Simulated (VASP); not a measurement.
Input:

```xyz
4
Lattice="3.9716 0.0000 0.0000 0.0000 3.9716 0.0000 0.0000 0.0000 3.9716" Properties=species:S:1:pos:R:3 pbc="T T T"
Sc     0.0000     0.0000     0.0000
Al     0.0000     1.9858     1.9858
Al     1.9858     0.0000     1.9858
Al     1.9858     1.9858     0.0000
```

Level of theory: LDA (Ceperley-Alder, Perdew-Zunger), VASP's LDA PAW potentials (set 64) (plane waves; VASP). Settings: 500 eV cut-off, 8×8×8 Γ-centred mesh, first-order Methfessel-Paxton smearing of 0.10 eV, potentials Sc_sv Al.

Question: What does the run give for the energy per atom (σ→0), pressure, band gap (on the k-mesh) with the smallest direct gap where there is one?

Answer: 
The band gap (on the k-mesh) comes out as none (metal, semimetal or under 0.01 eV) and the energy per atom (σ→0) is -5.311 eV/atom. The pressure is 4.99 GPa.

The compound is Al3Sc in the L1_2 structure. It was relaxed first under an external pressure of 5 GPa.
